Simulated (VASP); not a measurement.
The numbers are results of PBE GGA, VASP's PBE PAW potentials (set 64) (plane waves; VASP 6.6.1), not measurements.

VASP ran on this input.

KPOINTS:
```
Automatic
0
G
  8 8 8
```

**INCAR**
```
! general
SYSTEM  = AgCl
PREC    = Accurate
ENCUT   = 500
LREAL   = .False.
LASPH   = .True.

! electronic loop
EDIFF   = 1E-6   ! SCF stop (eV)
NELM    = 100   ! most electronic steps
ALGO    = Normal
LMAXMIX = 4

! smearing
ISMEAR  = 0   ! Gaussian
SIGMA   = 0.05   ! width (eV)

! functional
GGA     = PE

! ions
IBRION  = 2   ! conjugate gradients
NSW     = 40
ISIF    = 3   ! ions, shape and volume
EDIFFG  = -0.02   ! ionic stop
PSTRESS = 50   ! kbar

! output
LWAVE   = .False.
LCHARG  = .False.
```

File POSCAR:
```
AgCl
1
    0.0000000000     2.7176365665     2.7176365665
    2.7176365665    -0.0000000000     2.7176365665
    2.7176365665     2.7176365665     0.0000000000
Ag Cl
1 1
Direct
  0.0000000000   0.0000000000   0.0000000000
  0.5000000000   0.5000000000   0.5000000000
```

POTCAR, in this order: Ag Cl (PBE.64 set). Program: vasp_std.

What VASP printed:

OSZICAR:
```
       N       E                     dE             d eps       ncg     rms          rms(c)
DAV:   1     0.991351891421E+02    0.99135E+02   -0.87151E+03   778   0.122E+03
DAV:   2    -0.164798830566E+01   -0.10078E+03   -0.93501E+02   894   0.248E+02
DAV:   3    -0.548853061193E+01   -0.38405E+01   -0.38296E+01   889   0.526E+01
DAV:   4    -0.551800157619E+01   -0.29471E-01   -0.29468E-01   859   0.510E+00
DAV:   5    -0.551841445919E+01   -0.41288E-03   -0.41288E-03   879   0.605E-01    0.762E+00
DAV:   6    -0.534868900683E+01    0.16973E+00   -0.31972E-01   804   0.796E+00    0.494E+00
DAV:   7    -0.534478180371E+01    0.39072E-02   -0.10548E-01   774   0.260E+00    0.215E+00
DAV:   8    -0.534394268927E+01    0.83911E-03   -0.49659E-03   789   0.893E-01    0.320E-01
DAV:   9    -0.534399620181E+01   -0.53513E-04   -0.74239E-04   829   0.362E-01    0.340E-02
DAV:  10    -0.534404154783E+01   -0.45346E-04   -0.51685E-05   782   0.780E-02    0.193E-02
DAV:  11    -0.534405196967E+01   -0.10422E-04   -0.11499E-05   779   0.318E-02    0.465E-03
DAV:  12    -0.534405197188E+01   -0.22112E-08   -0.43912E-07   562   0.928E-03
   1 F= -.40913045E+01 E0= -.40913045E+01  d E =-.409130E+01
```

### OUTCAR
```
------------------------ aborting loop because EDIFF is reached ----------------------------------------
  FORCE on cell =-STRESS in cart. coord.  units (eV):
  Direction    XX          YY          ZZ          XY          YZ          ZX
  --------------------------------------------------------------------------------------
  Total        1.2568086      1.2568086      1.2568086      0.0000000      0.0000000      0.0000000
  in kB       50.1620888     50.1620888     50.1620888      0.0000000      0.0000000      0.0000000
  external PRESSURE =       0.1620888 kB  Pullay stress =      50.0000000 kB
  volume of cell :       40.14
      direct lattice vectors                 reciprocal lattice vectors
     0.000000000  2.717636566  2.717636566    -0.183983394  0.183983394  0.183983394
     2.717636566  0.000000000  2.717636566     0.183983394 -0.183983394  0.183983394
     2.717636566  2.717636566  0.000000000     0.183983394  0.183983394 -0.183983394
  FREE ENERGIE OF THE ION-ELECTRON SYSTEM (eV)
  ---------------------------------------------------
  free  energy   TOTEN  =        -5.3440519719 eV

  energy  without entropy=       -5.3440519719  energy(sigma->0) =       -5.34405197
  enthalpy is  TOTEN    =        -4.0913044569 eV   P V=        1.2527475150

 reached required accuracy - stopping structural energy minimisation
```
(Selected blocks of OUTCAR.)

File OUTCAR:
```
 val. band max:        4.6136027176   @ k =   0.5000   0.0000   0.0000

 cond. band min:       5.5156061146   @ k =   0.0000   0.0000   0.0000


 Fermi energy:         4.8582319872

 k-point     1 :       0.0000    0.0000    0.0000
  band No.  band energies     occupation
      1     -10.9593      2.00000
      2       1.9129      2.00000
      3       1.9129      2.00000
      4       1.9129      2.00000
      5       1.9575      2.00000
      6       1.9575      2.00000
      7       2.0336      2.00000
      8       2.0336      2.00000
      9       2.0336      2.00000
     10       5.5156      0.00000
     11      15.4399      0.00000
     12      15.4399      0.00000
     13      15.4399      0.00000

 k-point     2 :       0.1250    0.0000    0.0000
  band No.  band energies     occupation
      1     -10.8888      2.00000
      2       1.1320      2.00000
      3       1.1979      2.00000
      4       1.1979      2.00000
      5       1.9758      2.00000
      6       1.9758      2.00000
      7       2.2351      2.00000
      8       2.8727      2.00000
      9       2.8727      2.00000
     10       6.2626      0.00000
     11      14.0533      0.00000
     12      15.1333      0.00000
     13      15.1333      0.00000

 k-point     3 :       0.2500    0.0000    0.0000
  band No.  band energies     occupation
      1     -10.7101      2.00000
      2       0.0149      2.00000
      3       0.5741      2.00000
      4       0.5741      2.00000
      5       2.1217      2.00000
      6       2.1217      2.00000
      7       2.4072      2.00000
      8       3.7148      2.00000
      9       3.7148      2.00000
     10       7.6168      0.00000
     11      12.4176      0.00000
     12      13.7958      0.00000
     13      13.7958      0.00000

 k-point     4 :       0.3750    0.0000    0.0000
  band No.  band energies     occupation
      1     -10.5181      2.00000
      2      -0.8341      2.00000
      3       0.1780      2.00000
...
```

The compound is AgCl in the rock salt structure. It was relaxed first under an external pressure of 5 GPa.
